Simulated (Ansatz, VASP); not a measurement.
# Zn3SbN3 in two plane-wave programs

Aim: how closely do two programs agree when they are given the same cell, functional and k mesh? The cell is taken from a series of runs on this material, whose earlier steps may have relaxed, scaled, displaced or heated it; both programs get it as it stands.

Method: plane waves, with VASP 6.6.1 beside it; single point at HSE06, in Ansatz 0.2.0.

## 1. Set-up

Symmetry: Cm, No. 8, monoclinic system. The conventional cell has a = 6.856 Å, b = 6.632 Å, c = 5.595 Å, α = 90.00°, β = 125.48°, γ = 90.00°. Nearest to Zn lie 3 N at 1.96 to 1.98 Å. Zn has 3 N at 1.98 to 2.01 Å nearest. Sb has 3 N at 2.05 to 2.08 Å nearest. N has 3 Zn at 1.98 to 2.01 Å and 1 Sb at 2.08 Å nearest. N has 3 Zn at 1.96 to 1.99 Å and 1 Sb at 2.05 Å nearest. Farther neighbours and most contacts between anions are not listed.

## 2. Ansatz: single point, HSE06

Ansatz runs on its PAW soft_1 files.

With cell and atoms fixed, the geometry can't cause a difference; cores, projectors, grids and the points listed under the comparison can.

input.yaml

```yaml
crystal:
  lattice:
    - [3.4278284426, -3.3160805962, 0.0]
    - [3.4278284426, 3.3160805962, 0.0]
    - [-3.2477524045, 0.0, 4.5561292986]
  atoms:
    - { symbol: Zn, position: [0.642585044, 0.642585044, 0.1184913329] }
    - { symbol: Zn, position: [0.7560379595, 0.3149096301, 0.5191363022] }
    - { symbol: Zn, position: [0.3149096301, 0.7560379595, 0.5191363022] }
    - { symbol: Sb, position: [0.0597748558, 0.0597748558, 0.0017677219] }
    - { symbol: "N", position: [0.4121558753, 0.9421336584, 0.3007163689] }
    - { symbol: "N", position: [0.9421336584, 0.4121558753, 0.3007163689] }
    - { symbol: "N", position: [0.6982629869, 0.6982629869, 0.812143613] }
kpoints:
  mp_grid: { grid: [4, 4, 4] }
  band_path:
    path:
      - [0.0, 0.0, 0.0]
      - [0.0, 0.0, -0.5]
      - [-0.35449978, 0.35449978, -0.5]
      - [0.35449978, 0.64550022, -0.5]
      - [0.5, 0.5, -0.5]
      - [-0.5, 0.5, 0.0]
      - [0.0, 0.5, -0.5]
      - [0.0, 0.5, 0.0]
      - [-0.25, 0.25, 0.0]
      - [0.0, 0.0, -0.3]
    npoints: 1
hamiltonian:
  xc: hse06
  pseudopotentials: { kind: paw, azcp: { folder: soft_1 } }
scf:
  occupations: { method: fixed }
  n_extra_bands: 6
output:
  eigenvalues: true
```

On the command line:

```bash
$ ansatz run input.yaml --threads 2 --pin off --max-ram 92160MiB --backend cuda --events-out ev --progress --plain --runs-dir out --devices 1 --max-vram 13GiB
```

Numbers of over 12 decimals in the logs are rounded to 6 here.

The log of the run:

```text
scf.n_extra_bands = 6 over 33 filled bands (N_el = 66.0): the run solves 39 bands
GPUs: using 1 of 1 available (devices: 1).
Engine: ansatz 0.2.0, x86_64-unknown-linux-gnu
Pseudopotentials: kind: paw
Pseudopotential: Zn, paw, valence charge 12, recommended cutoff 420 eV (normal), soft_1/Zn.paw.azcp
Pseudopotential: Sb, paw, valence charge 15, recommended cutoff 420 eV (normal), soft_1/Sb.paw.azcp
Pseudopotential: N, paw, valence charge 5, recommended cutoff 420 eV (normal), soft_1/N.paw.azcp
Functional definition: HSE06
  parameter a = 0.25
  parameter omega = 0.11/bohr
  exchange = pbe_x - a*pbe_x_sr(omega) + a*exact_x_sr(omega)
  correlation = pbe_c
davidson cushion auto → on  (no smearing: the cushion is to keep the highest requested band from converging to the state above it; pin scf.eigensolver.cushion to override)
device memory: the entry about to start is reckoned to put 1.4 GiB on a device that reports 51.9 GiB free (of which the cap on the GPU budget leaves the run 13.0 GiB)
GPU FFT provider: cuFFT
GPU libraries: cuBLAS 13.8.2, cuFFT 12.4.0, cuSOLVER 12.3.4
Crystal: 7 atoms, lattice volume = 103.579 Å³
Basis set: ecut = 420 eV, 2019 PW (Γ)
Bands: 39, of which v1, the nominal top of the filled ones, is band 33 counted from 1 (32 counted from 0)
Symmetry: 2 space group operations
Space group: Cm (ITA 8), of the structure as read, at distance tolerance 4.7e-5 Å
k-points: 24 of 64 (time reversal used)
Non-local potential: Zn, projectors of the file, l = 0: 2, l = 1: 2, l = 2: 3, l = 3: 1
Non-local potential: Sb, projectors of the file, l = 0: 2, l = 1: 2, l = 2: 2, l = 3: 1
Non-local potential: N, projectors of the file, l = 0: 2, l = 1: 2, l = 2: 1
PAW form: soft (Blöchl's): semilocal exchange-correlation on the pseudo side does not see the compensation charge
PAW frozen core: Zn, regenerated for the run's functional, and the local potential with it (the file was generated under x = pbe(κ = 0.804, μ = 0.219515), c = pbe(β = 0.066725))
PAW frozen core: Sb, regenerated for the run's functional, and the local potential with it (the file was generated under x = pbe(κ = 0.804, μ = 0.219515), c = pbe(β = 0.066725))
PAW frozen core: N, regenerated for the run's functional, and the local potential with it (the file was generated under x = pbe(κ = 0.804, μ = 0.219515), c = pbe(β = 0.066725))
PAW one-centre angular grid: Zn, 590 points (default); XC on 64 Gauss nodes
PAW one-centre angular grid: Sb, 590 points (default); XC on 64 Gauss nodes
PAW one-centre angular grid: N, 110 points (default); XC on 64 Gauss nodes
Initial density: superposition of atomic densities (chi_scale 0.1, normalization cell, long waves kept (reshape's long-wave potential 0.03 eV rms))
Initial wavefunctions: pseudopotential atomic-orbital guess
GPU buffer pool allocated for 40960 grid points (all kernels)
GPU transforms: local potential and band sums: pruned to the plane-wave sphere, on 32×32×40
Functional: x = pbe(κ = 0.804, μ = 0.219515), c = pbe(β = 0.066725), warm-up for x = pbe(κ = 0.804, μ = 0.219515) + 0.25 (exact − pbe) at short range (hse, ω = 0.207870 Å⁻¹), c = pbe(β = 0.066725); HSE06 as pw.x's `hse` composes it (authors' and Libxc's form: `xc: wpbeh`)
SCF iter   1: F=—  HF=-17594.502982 eV  |F-HF|=—  |Δ(HF+E_count)|=         —  Δρ=7.71e-2  dr2=7.32e0  ethr=1.00e-1  ⟨swp⟩=6.1  Hψ=3065  notcnv=0
preconditioner: auto → none  [insulator: Δε(μ)=2.125 eV  Ē_g=14.062 eV  n_scr=30 (ndim 8)  ℏωp=29.6 eV  f_vac=0.008]
SCF iter   2: F=—  HF=-17593.685543 eV  |F-HF|=—  |Δ(HF+E_count)|=   8.17e-1  Δρ=6.21e-2  dr2=3.66e0  ethr=1.11e-2  ⟨swp⟩=4.1  Hψ=2841  notcnv=0  defer=1
iter 3 solved again at ethr=2.22e-4 eV; its pass at ethr=5.54e-3 eV (dr2=1.47e-1 eV) is discarded
SCF iter   3: F=—  HF=-17592.810943 eV  |F-HF|=—  |Δ(HF+E_count)|=   8.75e-1  Δρ=1.58e-2  dr2=1.49e-1  ethr=2.22e-4  ⟨swp⟩=3.3  Hψ=4570  notcnv=0  defer=1
SCF iter   4: F=—  HF=-17592.830343 eV  |F-HF|=—  |Δ(HF+E_count)|=   1.94e-2  Δρ=9.65e-3  dr2=8.43e-2  ethr=2.22e-4  ⟨swp⟩=3.0  Hψ=2680  notcnv=0
SCF iter   5: F=—  HF=-17592.808987 eV  |F-HF|=—  |Δ(HF+E_count)|=   2.14e-2  Δρ=2.25e-3  dr2=6.18e-3  ethr=1.28e-4  ⟨swp⟩=3.0  Hψ=2578  notcnv=0
SCF iter   6: F=—  HF=-17592.808512 eV  |F-HF|=—  |Δ(HF+E_count)|=   4.75e-4  Δρ=1.54e-3  dr2=1.89e-3  ethr=9.37e-6  ⟨swp⟩=3.0  Hψ=2469  notcnv=0
SCF iter   7: F=-17592.808277 eV  HF=-17592.808277 eV  |F-HF|=9.04e-8  |Δ(HF+E_count)|=   2.35e-4  Δρ=4.98e-4  dr2=1.42e-4  ethr=2.86e-6  ⟨swp⟩=3.0  Hψ=2201  notcnv=0
SCF 1 stopped early in 7 iterations: F = -17592.808277 eV  dr2 = 1.42e-4
  greatest PAW one-centre occupation: 0.996 electrons in one spin orbital (limit 2), on the Sb atom at site 3 (counted from 0), in its partial waves of l = 2
device memory: the entry about to start is reckoned to put 1.9 GiB (of the 2.1 GiB reckoned in all, the device holds 0.2 GiB already) on a device that reports 51.8 GiB free (of which the cap on the GPU budget leaves the run 12.9 GiB)
GPU FFT provider: cuFFT
GPU libraries: cuBLAS 13.8.2, cuFFT 12.4.0, cuSOLVER 12.3.4
Initial density: handed on by an earlier stage of this run
Initial wavefunctions: those handed on with the density
GPU buffer pool allocated for 40960 grid points (all kernels)
GPU transforms: local potential and band sums: pruned to the plane-wave sphere, on 32×32×40
Functional: x = pbe(κ = 0.804, μ = 0.219515) + 0.25 (exact − pbe) at short range (hse, ω = 0.207870 Å⁻¹), c = pbe(β = 0.066725); HSE06 as pw.x's `hse` composes it (authors' and Libxc's form: `xc: wpbeh`)
Exchange kernel: α = 0.2500, screened, ω = 0.2079 Å⁻¹, Wigner–Seitz truncation, v(0) = 1044.8059 eV·Å³, q-mesh 4×4×4, nearest image of the exchange supercell L = 19.08 Å, pair-density grid 24×24×24, without the augmentation charges, whose exchange is taken in its separable form by FFT convolution over the k-point mesh (sized by the pseudopotential files, 30×30×32 at the most), smooth part of the exact exchange by density-matrix convolution in up to 3.97 GiB of GPU memory as planned if the GPU has room (build and FFT work areas not counted)
Frozen-core exchange: fock
SCF iter   1: F=—  HF=-17596.599835 eV  |F-HF|=—  |Δ(HF+E_count)|=         —  Δρ=2.60e-2  dr2=4.02e-1  ethr=2.15e-6  ⟨swp⟩=9.0  Hψ=6060  notcnv=0
preconditioner: auto → none  [insulator: Δε(μ)=2.378 eV  Ē_g=12.776 eV  n_scr=30 (ndim 8)  ℏωp=27.3 eV  f_vac=0.027]
SCF iter   2: F=—  HF=-17596.488980 eV  |F-HF|=—  |Δ(HF+E_count)|=   1.11e-1  Δρ=6.81e-3  dr2=4.79e-2  ethr=2.15e-6  ⟨swp⟩=5.9  Hψ=4584  notcnv=0
SCF iter   3: F=—  HF=-17596.511677 eV  |F-HF|=—  |Δ(HF+E_count)|=   2.27e-2  Δρ=4.73e-3  dr2=1.63e-2  ethr=2.15e-6  ⟨swp⟩=5.1  Hψ=4021  notcnv=0  defer=1
SCF iter   4: F=—  HF=-17596.509788 eV  |F-HF|=—  |Δ(HF+E_count)|=   1.89e-3  Δρ=1.85e-3  dr2=1.80e-3  ethr=2.15e-6  ⟨swp⟩=4.1  Hψ=2998  notcnv=0
SCF iter   5: F=—  HF=-17596.513907 eV  |F-HF|=—  |Δ(HF+E_count)|=   4.12e-3  Δρ=1.22e-3  dr2=1.13e-3  ethr=2.15e-6  ⟨swp⟩=4.0  Hψ=2916  notcnv=0
SCF iter   6: F=-17596.513505 eV  HF=-17596.513523 eV  |F-HF|=1.79e-5  |Δ(HF+E_count)|=   3.84e-4  Δρ=1.62e-4  dr2=2.60e-5  ethr=1.67e-6  ⟨swp⟩=3.0  Hψ=2696  notcnv=0
SCF 2 stopped early in 6 iterations: F = -17596.513505 eV  dr2 = 2.60e-5
hybrid outer 1: dexx = +4.394e-2 eV, tail = 2.20e-4 eV
GPU FFT provider: cuFFT
GPU libraries: cuBLAS 13.8.2, cuFFT 12.4.0, cuSOLVER 12.3.4
GPU buffer pool allocated for 40960 grid points (all kernels)
GPU transforms: local potential and band sums: pruned to the plane-wave sphere, on 32×32×40
Exchange kernel: α = 0.2500, screened, ω = 0.2079 Å⁻¹, Wigner–Seitz truncation, v(0) = 1044.8059 eV·Å³, q-mesh 4×4×4, nearest image of the exchange supercell L = 19.08 Å, pair-density grid 24×24×24, without the augmentation charges, whose exchange is taken in its separable form by FFT convolution over the k-point mesh (sized by the pseudopotential files, 30×30×32 at the most), smooth part of the exact exchange by density-matrix convolution in up to 3.97 GiB of GPU memory as planned if the GPU has room (build and FFT work areas not counted)
Frozen-core exchange: fock
SCF iter   1: F=—  HF=-17596.511976 eV  |F-HF|=—  |Δ(HF+E_count)|=         —  Δρ=2.04e-4  dr2=4.54e-5  ethr=1.67e-6  ⟨swp⟩=4.0  Hψ=2252  notcnv=0
preconditioner: auto → none  [insulator: Δε(μ)=2.363 eV  Ē_g=12.449 eV  n_scr=30 (ndim 8)  ℏωp=27.3 eV  f_vac=0.032]
iter 2 solved again at ethr=2.52e-9 eV; its pass at ethr=6.44e-8 eV (dr2=1.66e-6 eV) is discarded
SCF iter   2: F=—  HF=-17596.511969 eV  |F-HF|=—  |Δ(HF+E_count)|=   7.25e-6  Δρ=5.22e-5  dr2=2.08e-6  ethr=2.52e-9  ⟨swp⟩=3.1  Hψ=5144  notcnv=0
SCF iter   3: F=—  HF=-17596.511971 eV  |F-HF|=—  |Δ(HF+E_count)|=   2.07e-6  Δρ=3.42e-5  dr2=8.79e-7  ethr=2.52e-9  ⟨swp⟩=5.5  Hψ=3046  notcnv=0  defer=5
SCF iter   4: F=-17596.511970 eV  HF=-17596.511970 eV  |F-HF|=2.98e-8  |Δ(HF+E_count)|=   2.10e-7  Δρ=1.38e-5  dr2=9.03e-8  ethr=1.20e-9  ⟨swp⟩=3.0  Hψ=2224  notcnv=0
SCF 3 converged in 4 iterations: F = -17596.511970 eV  dr2 = 9.03e-8
hybrid outer 2: dexx = +3.152e-6 eV, tail = 2.99e-7 eV, Δε = 8.00e-3 eV (about 4.00e-4 eV left of the loop's levels)
device memory: the entry about to start is reckoned to put 0.6 GiB on a device that reports 50.1 GiB free (of which the cap on the GPU budget leaves the run 13.0 GiB)
NSCF: frozen V_eff on 10 k-points
hybrid SCF converged: 2 outer / 10 inner (+7 warm-up), last move |dexx| = 3.15e-6 eV, tail = 2.99e-7 eV
Stability not checked: this state was not tested for a lower state beside it, because the functional holds exact exchange (a hybrid, or Hartree-Fock), whose exchange loop this test does not read (fock_operator; see scf.lower_state_search)
Free energy (F): -17596.511971 eV
Frozen-core exchange: fock
Harris-Foulkes:  -17596.511971 eV  (|F-HF|=2.98e-8)
Internal energy: -17596.511971 eV  (E = F + TS)
E sigma→0 (E₀):  -17596.511971 eV
Fermi energy:    7.541493 eV
--- Per-component energies (eV) ---
  E_band       = -188.079883
  E_kinetic    = 981.857517
  E_local      = -8132.417095  (includes V_loc(G=0)·N_el)
  E_nonlocal   = 2974.192598
  E_hartree    = 3149.739968
  E_xc         = -409.394511
  E_vxc        = -372.862325  (∫ρ·V_xc dr)
  E_exx        = -205.840893  (= α·E_x^exact, valence–valence)
  E_paw        = -10530.744429  (= ΣΔE_a)
  E_vpaw       = -1526.649329  (= ΣTr[D̂ρ^β])
  E_aug_tail   = 0.002045  (compensation charges beyond the density's cutoff)
  E_ewald      = -5425.788057
  E_core_change = 1.880886  (= ΣΔE_core)
  E_smearing   = -0.000000  (= −TS)
  E_closure    = 0.000000  (closes the sum)
  Σ components = -17596.511971   (vs F -17596.511971, Δ=-3.64e-12)
--- Band table (eV; the first three rows and the last of 24) ---
  k-point 0: bands = [... 29 lower, 4.7919, 6.2393, 6.5093, 6.8963, 10.8357, 11.7907, 12.7307, 13.0812, ... 2 higher]
  k-point 1: bands = [... 29 lower, 5.3323, 6.1896, 6.4856, 7.3945, 9.9062, 11.9732, 12.2470, 13.2424, ... 2 higher]
  k-point 2: bands = [... 29 lower, 5.8917, 5.9959, 6.2599, 7.3599, 10.3352, 11.1802, 11.4529, 13.6723, ... 2 higher]
  k-point 23: bands = [... 29 lower, 6.1650, 6.4590, 6.7770, 7.3307, 11.8501, 12.6873, 13.3531, 13.6481, ... 2 higher]
```

In the SCF lines HF is the Harris–Foulkes energy and dr2 the Hartree energy of the density residual, in eV; the loop may stop once dr2 is under the threshold and the program's other checks hold. Hψ counts applications of the Hamiltonian.

## 3. VASP: single point, HSE06

The same cell, functional and mesh now go to VASP, with its own data sets.

Lines of VASP's logs that name or quote its potential files are left out, and so is its time.

The run reads the wave functions of an earlier VASP run, which isn't shown here.

INCAR

```
SYSTEM = Zn3SbN3
PREC = Accurate
ENCUT = 520
EDIFF = 1E-06
NELM = 100
ISMEAR = 0
SIGMA = 0.01
LREAL = .FALSE.
ALGO = Normal
LHFCALC = .TRUE.
AEXX = 0.25
GGA = PE
HFSCREEN = 0.208
LASPH = .TRUE.
NBANDS = 35
PRECFOCK = Fast
LORBIT = 11
LWAVE = .FALSE.
LCHARG = .FALSE.
KPAR = 8
NCORE = 2
ISIF = 2
```

POSCAR

```
Zn3SbN3
1.0
    3.4278284426     -3.3160805962      0.0000000000
    3.4278284426      3.3160805962      0.0000000000
   -3.2477524045      0.0000000000      4.5561292986
Zn Sb N
3 1 3
Direct
    0.6425850440      0.6425850440      0.1184913329
    0.7560379595      0.3149096301      0.5191363022
    0.3149096301      0.7560379595      0.5191363022
    0.0597748558      0.0597748558      0.0017677219
    0.4121558753      0.9421336584      0.3007163689
    0.9421336584      0.4121558753      0.3007163689
    0.6982629869      0.6982629869      0.8121436130
```

KPOINTS

```
Automatic mesh
0
Gamma
4 4 4
0 0 0
```

Potentials, in the order of the species: Zn, Sb and N (PBE family, release 64).

On the command line:

```bash
$ mpirun -np 16 vasp_std
```

The log of the run:

```text
[banner, memory and clock lines left out]
running   16 mpi-ranks, on    1 nodes
 distrk:  each k-point on    2 cores,    8 groups
 distr:  one band on    2 cores,    1 groups

 POSCAR found type information on POSCAR ZnSbN
 POSCAR found :  3 types and       7 ions
 LDA part: xc-table for (Slater+PW92), standard interpolation
 found WAVECAR, reading the header
 POSCAR, INCAR and KPOINTS ok, starting setup
 FFT: planning ... GRIDC
 FFT: planning ... GRID_SOFT
 FFT: planning ... GRID
 reading WAVECAR
 the WAVECAR file was read successfully
 initial charge from wavefunction
 entering main loop
       N       E                     dE             d eps       ncg     rms          rms(c)
DAV:   1    -0.391107868399E+02   -0.39111E+02   -0.39850E+00  2592   0.411E+01    0.164E+01
DAV:   2    -0.390748661515E+02    0.35921E-01   -0.11383E+00  2031   0.162E+01    0.117E+01
DAV:   3    -0.390839202274E+02   -0.90541E-02   -0.13857E-01  2381   0.424E+00    0.781E+00
DAV:   4    -0.390836442335E+02    0.27599E-03   -0.16792E-02  1869   0.128E+00    0.462E+00
DAV:   5    -0.390830594271E+02    0.58481E-03   -0.10852E-03  2223   0.351E-01    0.275E+00
DAV:   6    -0.390828670123E+02    0.19241E-03   -0.32497E-04  1868   0.128E-01    0.165E+00
DAV:   7    -0.390828120788E+02    0.54934E-04   -0.72588E-05  1957   0.544E-02    0.991E-01
DAV:   8    -0.390827959642E+02    0.16115E-04   -0.11893E-05  1838   0.234E-02    0.592E-01
DAV:   9    -0.390827918050E+02    0.41592E-05   -0.47200E-06  1676   0.156E-02    0.353E-01
DAV:  10    -0.390827913501E+02    0.45487E-06   -0.14425E-06  1230   0.101E-02
   1 F= -.39082791E+02 E0= -.39082791E+02  d E =-.158020E-29
```

(Continued in part 2 of 2.)

[Lines on the potential files, build, host, timing and source positions are cut from VASP's logs without a mark.]

[Logs are printed without paths, hosts, clocks, repeated set-up lines and the standing remarks that a program may print on its own settings, such as how far it seeks lower states.]

[Hosts, paths, dates, database ids (printed as entryN), source tags and the programs' standing remarks are cut or masked in the printed files.]
